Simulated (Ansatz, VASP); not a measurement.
# Ti (Titanium): VASP beside Ansatz, part 2 of 2

One calculation is typed for both programs; each brings its own data sets. How far apart do they land? The cell is taken from a series of runs on this material, whose earlier steps may have relaxed, scaled, displaced or heated it; both programs get it as it stands.

VASP 6.6.1 and Ansatz 0.2.0.

So far: The starting structure; VASP: zone-centre phonons, LDA.

## (3) Ansatz: zone-centre phonons, LDA

Level of this step: Ansatz beside VASP: Kohn-Sham DFT, plane waves, LDA (Ansatz).

Ansatz runs on its PAW soft_1 files.

The same cell, functional (in two slightly different forms), mesh and smearing now go to Ansatz, which takes its cutoff from its data sets.

Input file input.yaml:

```yaml
crystal:
  lattice:
    - [2.8922168584, 0.0, 0.0]
    - [-1.4461084292, 2.5047332726, 0.0]
    - [0.0, 0.0, 4.4942935902]
  atoms:
    - { symbol: Ti, position: [0.3333333333, 0.6666666667, 0.25] }
    - { symbol: Ti, position: [0.6666666667, 0.3333333333, 0.75] }
kpoints:
  mp_grid: { grid: [18, 18, 12] }
hamiltonian:
  xc: lda
  pseudopotentials: { kind: paw, azcp: { folder: soft_1 }, xc_functional: pbe }
scf:
  occupations: { method: methfessel_paxton, width: 0.2 }
output:
  eigenvalues: true
phonons:
  method: dfpt
```

On the command line:

```console
$ ansatz run input.yaml --threads 4 --pin off --max-ram 10240MiB --backend cpu --events-out ev --progress --plain --runs-dir out
```

Numbers of over 12 decimals in the logs are rounded to 6 here.

Log:

```text
zone centre: on kpoints.mp_grid the ground state, and the responses unless they are solved on pairs of k-points, stand on 637 of the mesh's 3888 k-points, reduced under 4 symmetry operations, with k and −k counted as one. Each operation leaves every solved displacement unchanged or reverses it
Engine: ansatz 0.2.0, x86_64-unknown-linux-gnu
Pseudopotentials: kind: paw
Pseudopotential: Ti, paw, valence charge 12, recommended cutoff 420 eV (normal), soft_1/Ti.paw.azcp
Functional definition: SPW92
  exchange = slater_x
  correlation = pw_c
Crystal: 2 atoms, lattice volume = 32.558 Å³
Basis set: ecut = 420 eV, 627 PW (Γ), exchange–correlation on 40×40×64 points (8 copies of the dense FFT grid, shifted against one another)
Bands: 16, of which v1, the nominal top of the filled ones, is band 12 counted from 1 (11 counted from 0)
Symmetry: 24 space group operations
k-points: 637 of 3888 (irreducible under 4 space group operations, time reversal used)
Non-local potential: Ti, projectors of the file, l = 0: 3, l = 1: 2, l = 2: 3, l = 3: 1
PAW form: soft (Blöchl's): semilocal exchange-correlation on the pseudo side does not see the compensation charge
PAW frozen core: Ti, regenerated for the run's functional, and the local potential with it (the file was generated under x = pbe(κ = 0.804, μ = 0.219515), c = pbe(β = 0.066725))
PAW one-centre angular grid: Ti, 590 points (default); XC on 64 Gauss nodes
Initial density: superposition of atomic densities (chi_scale 0.1, normalization cell)
Initial wavefunctions: pseudopotential atomic-orbital guess
Functional: x = slater, c = lda
SCF iter   1: F=—  HF=-4901.028721 eV  |F-HF|=—  |Δ(HF+E_count)|=         —  Δρ=6.12e-2  dr2=1.22e0  ethr=3.10e-3  ⟨swp⟩=4.4  Hψ=90203  notcnv=0
automatic band count: the SCF goes on with 20 bands, as 16 were too few: they end inside the smearing window of the response
preconditioner: auto → none  [metal: Δε(μ)=0.008 eV  Ē_g=4.762 eV  σ=0.200 eV  W_gap=0.03  n_scr=8 (ndim 8)  ℏωp=18.4 eV  f_vac=0.000  D(μ)=1.58/eV (n_scr^D=22)  sad-step TF]
SCF iter   2: F=—  HF=-4900.747103 eV  |F-HF|=—  |Δ(HF+E_count)|=   2.82e-1  S|Δr|=    0.00e0  Δρ=3.45e-2  dr2=4.08e-1  ethr=3.10e-3  ⟨swp⟩=2.0  Hψ=21459  notcnv=0  defer=862
SCF iter   3: F=—  HF=-4900.611530 eV  |F-HF|=—  |Δ(HF+E_count)|=   1.36e-1  S|Δr|=    0.00e0  Δρ=1.22e-3  dr2=2.98e-4  ethr=1.70e-3  ⟨swp⟩=2.7  Hψ=21571  notcnv=0  defer=862
SCF iter   4: F=—  HF=-4900.611588 eV  |F-HF|=—  |Δ(HF+E_count)|=   5.81e-5  S|Δr|=    0.00e0  Δρ=1.11e-4  dr2=2.23e-6  ethr=1.24e-6  ⟨swp⟩=2.6  Hψ=22300  notcnv=0  defer=821
SCF iter   5: F=—  HF=-4900.611594 eV  |F-HF|=—  |Δ(HF+E_count)|=   5.37e-6  S|Δr|=    0.00e0  Δρ=5.63e-5  dr2=7.12e-7  ethr=9.29e-9  ⟨swp⟩=2.0  Hψ=20299  notcnv=0  defer=821
SCF iter   6: F=—  HF=-4900.611593 eV  |F-HF|=—  |Δ(HF+E_count)|=   2.30e-7  S|Δr|=    0.00e0  Δρ=8.68e-6  dr2=1.20e-8  ethr=2.97e-9  ⟨swp⟩=3.0  Hψ=19733  notcnv=0  defer=821
SCF iter   7: F=—  HF=-4900.611593 eV  |F-HF|=—  |Δ(HF+E_count)|=   5.47e-9  S|Δr|=    0.00e0  Δρ=8.52e-7  dr2=1.50e-10  ethr=4.98e-11  ⟨swp⟩=3.0  Hψ=20164  notcnv=0  defer=821
SCF iter   8: F=-4900.611593 eV  HF=-4900.611593 eV  |F-HF|=0.00e0  |Δ(HF+E_count)|=  8.46e-11  S|Δr|=    0.00e0  Δρ=2.39e-8  dr2=7.00e-14  ethr=1.00e-12  ⟨swp⟩=8.8  Hψ=50144  notcnv=0
SCF 1 converged in 8 iterations: F = -4900.611593 eV  dr2 = 7.00e-14
  greatest PAW one-centre occupation: 0.998 electrons in one spin orbital (limit 2), on the Ti atom at site 1 (counted from 0), in its partial waves of l = 0
DFPT response loops at Γ: preconditioner auto → Kerker (q_TF=auto, 2.593 Å⁻¹) (partly filled bands, converged f_vac=0.000); β = 1.00, the filter's whole step (`scf.mixing.beta` (0.50) is not read by the response loops under this deck's `scf.mixing.preconditioner`; to damp them name `kerker` or `kerker_dos`, under which they read `scf.mixing.beta`, and type it under 1.00, their step now; both keys bind the ground state too); Broyden in place of MSR1
SCF converged after 8 iterations
Stability not checked: this state was not tested for a lower state beside it, because cold or Methfessel-Paxton smearing, or corrected tetrahedra, fill the levels in a way that the test cannot read (fill_not_monotonic; see scf.lower_state_search)
Free energy (F): -4900.611593 eV
Harris-Foulkes:  -4900.611593 eV  (|F-HF|=0.00e0)
Internal energy: -4900.615649 eV  (E = F + TS)
E sigma→0 (E₀):  -4900.612607 eV
Entropy (-TS):   0.004055 eV (2.028 meV/atom)
Fermi energy:    14.029488 eV
Step filling:    the computed levels leave a gap of 0.0000 eV = 0.0 smearing widths at the electron count; against every level under it full and every level over it empty, smearing changes F+E_penalty+E_count by +1.732 meV and its σ→0 estimate by +0.718 meV
--- Per-component energies (eV) ---
  E_band       = -292.831677
  E_kinetic    = 565.110395
  E_local      = -1683.822177  (includes V_loc(G=0)·N_el)
  E_nonlocal   = 130.082725
  E_hartree    = 668.862714
  E_xc         = -231.027304
  E_vxc        = -291.087907  (∫ρ·V_xc dr)
  E_paw        = -1988.304746  (= ΣΔE_a)
  E_vpaw       = -350.839992  (= ΣTr[D̂ρ^β])
  E_aug_tail   = -0.000158  (compensation charges beyond the density's cutoff)
  E_ewald      = -2362.168998
  E_core_change = 0.651901  (= ΣΔE_core)
  E_smearing   = 0.004055  (= −TS)
  E_closure    = -0.000000  (closes the sum)
  Σ components = -4900.611593   (vs F -4900.611593, Δ=0.00e0)
--- Band table (eV; the first three rows and the last of 637) ---
  k-point 0: bands = [... 8 lower, 7.7721, 11.1797, 14.7655, 14.7655, 15.0589, 15.2553, 15.3517, 15.3517, ... 4 higher]
  k-point 1: bands = [... 8 lower, 7.8363, 11.1649, 14.7219, 14.7219, 15.0215, 15.1234, 15.3103, 15.3103, ... 4 higher]
  k-point 2: bands = [... 8 lower, 8.0260, 11.1049, 14.6362, 14.6362, 14.7994, 14.9138, 15.1991, 15.1991, ... 4 higher]
  k-point 636: bands = [... 8 lower, 11.9135, 11.9135, 13.4304, 13.4304, 13.9198, 13.9198, 15.6423, 15.6423, ... 4 higher]
--- Phonons (Γ-DFPT): 2 representative perturbations + reference, on 637 of 3888 k-points (Σ response iterations 6) ---
  k mesh reduced under 4 symmetry operations, with k and −k counted as one. Each operation leaves every solved displacement unchanged or reverses it
  ASR residual: 9.496e-6 → 0.000e0 eV/Å²; symmetrization residual: 5.795e-13 eV/Å²
  ASR residual per site (eV/Å²): 9.50e-6 9.50e-6
  Γ frequencies (cm⁻¹): 0.00 0.00 0.00 117.63 117.63 210.07
  non-analytic LO–TO correction: not included (Born effective charges unavailable; polar crystals: no LO–TO splitting at Γ)
```

Reading the cycles: dr2 is the Hartree energy of the density residual (eV), the measure of convergence; HF is the Harris–Foulkes estimate of the energy, which meets the free energy F at convergence.

## (4) Comparison

Known differences besides the potentials themselves: the two LDA forms differ slightly; the cutoff is 420 eV in Ansatz and 500 eV in VASP; VASP's log shows a relativistic correction to its local exchange, Ansatz's none. Total energies have different zeros and are not compared.

Compared:

```tsv
quantity	Ansatz	VASP	difference
optical mode 1 to 2 (cm⁻¹)	117.6	117.7	-0.07 %
optical mode 3 (cm⁻¹)	210.1	213.8	-1.76 %
```

Modes are paired by rising frequency, not by their patterns, so a pair may set unlike modes beside each other; they are those without the splitting of longitudinal modes.

## (5) Results

```json
{
 "r.m.s. difference of the optical zone-centre modes, each program's sorted by frequency (zone-centre phonons, LDA)": "2.2 cm⁻¹",
 "difference in optical mode 3 (zone-centre phonons, LDA)": "-1.8 %"
}
```

The r.m.s. difference of the optical zone-centre modes, each program's sorted by frequency is 2.2 cm⁻¹ (zone-centre phonons, LDA). Among the rows given in per cent, the largest difference of the zone-centre phonons, LDA pair is in optical mode 3, -1.8 %. Such differences can come from data sets, numerical settings and the points named under the comparisons, not from the functional's error against experiment.

[Lines on the potential files, build, host, timing and source positions are cut from VASP's logs without a mark.]

[Logs are printed without paths, hosts, clocks, repeated set-up lines and the standing remarks that a program may print on its own settings, such as how far it seeks lower states.]

[Hosts, paths, dates, database ids (printed as entryN), source tags and the programs' standing remarks are cut or masked in the printed files.]
